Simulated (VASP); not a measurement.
Input:

```
CELL_PARAMETERS angstrom
      3.04596     0.00000     0.00000
      0.00000     3.04596     0.00000
      0.00000     0.00000     4.29209
ATOMIC_POSITIONS crystal
  Ti 0.50000 0.50000 0.50000
  Ta 0.00000 0.00000 0.00000
  N  0.00000 0.00000 0.50000
  N  0.50000 0.50000 0.00000
```

The numbers are results of PBEsol GGA, VASP's PBE PAW potentials (set 64) (plane waves; VASP), not measurements. Run with 520 eV cut-off, Gaussian smearing of 0.050 eV, potentials Ti_sv Ta_pv N.

Unless said otherwise, spin-orbit coupling is left out, though it shifts the bands of the heavy elements here.

### Question
What does the run give for the band gap (along the path) with the smallest direct gap where there is one?

### Answer

* **band gap (along the path)**: none (metal, semimetal or under 0.01 eV)

Total energies compare only between runs with the same potentials, cut-off and functional.

The structure comes from a computed database's TaTiN2 entry (P4/mmm); how it stands against other phases isn't given here. It was relaxed first. The electron count is odd and the run is not spin-polarised, which forces a metal.
